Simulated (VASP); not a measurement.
Tl8Pd8F23 (a cell with a defect), 39 atoms in the cell. The cell holds a defect, 39 atoms: a = 8.543 Å, b = 8.543 Å, c = 8.544 Å, α = 89.55°, β = 89.95°, γ = 89.78°. 

```yaml
Program: VASP 6.6.1
Task: single point
Functional: LDA
Potentials_or_basis: VASP PAW LDA potentials, release 64 (Tl_d, Pd, F)
Cutoff: 520 eV
k_mesh: 1 × 1 × 1
Occupations: fermi-dirac, width 0.05 eV
Spin: no spin polarisation
Dipole_correction: no
Further_INCAR_settings: LREAL = Auto; ALGO = Normal; EDIFF = 1e-06; NBANDS = 198
```

Potentials or basis: VASP PAW LDA potentials, release 64 (Tl_d, Pd, F).

Launch:

```bash
$ cat potpaw_LDA.64/Tl_d/POTCAR potpaw_LDA.64/Pd/POTCAR potpaw_LDA.64/F/POTCAR > POTCAR
$ mpirun -np 1 vasp_gam > vasp.out
```

Hardware: 1 thread of Intel(R) Xeon(R) 6975P-C (Granite Rapids) (shared host).

Q: Estimate the wall time of this run.

A: It took 2.8 min on 1 thread of Intel(R) Xeon(R) 6975P-C (Granite Rapids), on a shared host, peak memory 0.43 GiB. Counts: scf iterations 26, k points 1.
